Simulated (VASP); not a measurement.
Energy against volume of HfB₂ (AlB2 type). Computed with vdW-DF2, VASP's PBE PAW potentials (set 64) (plane waves; VASP). Settings: 520 eV cut-off, 11×11×9 Γ-centred mesh, first-order Methfessel-Paxton smearing of 0.10 eV, potentials Hf_pv B.

Shape and ions are relaxed at each volume.

```json
[
 {"V (Å³/atom)": "9.984", "E (eV/atom)": "-6.69906"},
 {"V (Å³/atom)": "10.292", "E (eV/atom)": "-6.70639"},
 {"V (Å³/atom)": "10.601", "E (eV/atom)": "-6.70027"},
 {"V (Å³/atom)": "10.910", "E (eV/atom)": "-6.68262"}
]
```

Task: Fit these four points and predict the energy of the run at 9.675 Å³/atom.

Result: A cubic in V^(−2/3), the third-order Birch-Murnaghan form, passes through the four points with V0 = 10.30 Å³/atom and B0 = 232 GPa, and gives -6.6759 eV/atom there. The run gave -6.6761 eV/atom, -0.2 meV/atom from the fit; all five points give B0 = 231 GPa.

The compound is HfB2 in the AlB2 type structure. It was relaxed first.
